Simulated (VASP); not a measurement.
Consider the following.

```
Sb
1.0
   -3.95928     3.95928     2.02458
    3.95928    -3.95928     2.02458
    3.95928     3.95928    -2.02458
Sb
4
Direct
  0.34863   0.15137   0.50000
  0.65137   0.84863   0.50000
  0.15137   0.65137   0.80273
  0.84863   0.34863   0.19727
```

Calculation: LDA (Ceperley-Alder, Perdew-Zunger) with spin-orbit coupling, VASP's LDA PAW potentials (set 64) (plane waves; VASP). Run with 400 eV cut-off, 8×8×8 Γ-centred mesh, Gaussian smearing of 0.050 eV, potentials Sb.

Task: Predict the energy per atom (σ→0), band gap (over mesh and band path) with the smallest direct gap where there is one.

Result: 
* **band gap (over mesh and band path)**: none (metal, semimetal or under 0.01 eV)
* **energy per atom (σ→0)**: -4609 meV/atom

The absolute energy has meaning only against runs of the same code, potentials and settings.

The structure comes from a computed database's Sb entry (I4/mcm); how it stands against other phases isn't given here. It was relaxed first.
